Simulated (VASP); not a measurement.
Output of a VASP run:

OSZICAR:
```
       N       E                     dE             d eps       ncg     rms          rms(c)
DAV:   1     0.586436743637E+01    0.58644E+01   -0.40856E+03   768   0.839E+02
DAV:   2    -0.157385373292E+02   -0.21603E+02   -0.20924E+02  1128   0.107E+02
DAV:   3    -0.160921267595E+02   -0.35359E+00   -0.35359E+00   856   0.174E+01
DAV:   4    -0.160932788300E+02   -0.11521E-02   -0.11521E-02  1232   0.107E+00
DAV:   5    -0.160932791331E+02   -0.30309E-06   -0.30309E-06   840   0.153E-02    0.863E+00
DAV:   6    -0.144779780541E+02    0.16153E+01   -0.70929E+00   800   0.148E+01    0.395E+00
DAV:   7    -0.144422434999E+02    0.35735E-01   -0.30003E-01  1176   0.392E+00    0.178E+00
DAV:   8    -0.144389337703E+02    0.33097E-02   -0.16694E-02   800   0.125E+00    0.184E-01
DAV:   9    -0.144394830923E+02   -0.54932E-03   -0.10639E-03  1168   0.285E-01    0.123E-01
DAV:  10    -0.144396701507E+02   -0.18706E-03   -0.33081E-04  1024   0.149E-01    0.205E-02
DAV:  11    -0.144396720868E+02   -0.19361E-05   -0.69387E-05  1000   0.506E-02    0.528E-03
DAV:  12    -0.144396726023E+02   -0.51559E-06   -0.25785E-06   936   0.132E-02    0.169E-03
DAV:  13    -0.144396727188E+02   -0.11642E-06   -0.21901E-07  1064   0.433E-03    0.132E-03
DAV:  14    -0.144396726978E+02    0.20977E-07   -0.13321E-08   544   0.921E-04
   1 F= -.14439673E+02 E0= -.14439673E+02  d E =-.183315E-17
```

OUTCAR:
```
------------------------ aborting loop because EDIFF is reached ----------------------------------------
  FORCE on cell =-STRESS in cart. coord.  units (eV):
  Direction    XX          YY          ZZ          XY          YZ          ZX
  --------------------------------------------------------------------------------------
  Total       -0.7900786     -0.7900786     -0.7900786      0.0000000      0.0000000     -0.0000000
  in kB      -57.9555407    -57.9555407    -57.9555407      0.0000000      0.0000000     -0.0000000
  external PRESSURE =     -57.9555407 kB  Pullay stress =       0.0000000 kB
  volume of cell :       21.84
      direct lattice vectors                 reciprocal lattice vectors
     0.000000000  2.218632194  2.218632194    -0.225364079  0.225364079  0.225364079
     2.218632194  0.000000000  2.218632194     0.225364079 -0.225364079  0.225364079
     2.218632194  2.218632194  0.000000000     0.225364079  0.225364079 -0.225364079
  FREE ENERGIE OF THE ION-ELECTRON SYSTEM (eV)
  ---------------------------------------------------
  free  energy   TOTEN  =       -14.4396726978 eV

  energy  without entropy=      -14.4396726978  energy(sigma->0) =      -14.43967270
```
(Selected blocks of OUTCAR.)

**POSCAR**
```
SiC
1
    0.0000000000     2.2186321939     2.2186321939
    2.2186321939     0.0000000000     2.2186321939
    2.2186321939     2.2186321939     0.0000000000
Si C
1 1
Direct
  0.0000000000   0.0000000000   0.0000000000
  0.2500000000   0.2500000000   0.2500000000
```

Q: Write an INCAR and KPOINTS that could have produced this output.

A: This is not unique; one that fits is the input of the run itself, revPBE GGA, plane waves, VASP's PBE PAW potentials (set 64).

### KPOINTS
```
Automatic mesh
0
Gamma
10 10 10
0 0 0
```

**INCAR**
```
! general
SYSTEM=SiC
PREC  =Accurate
ENCUT =520
LREAL =.FALSE.
LASPH =.TRUE.

! electronic loop
EDIFF =1E-7
NELM  =100
ALGO  =Normal

! smearing
ISMEAR=0
SIGMA =0.05

! functional
GGA   =RE

! ions
ISIF  =2

! output
LWAVE =.FALSE.
LCHARG=.FALSE.
```

POTCAR, in this order: Si C (PBE.64 set). Program: vasp_std.

The compound is SiC in the zinc blende structure. This cell is one point of a volume scan, at 1.03 of the reference volume.
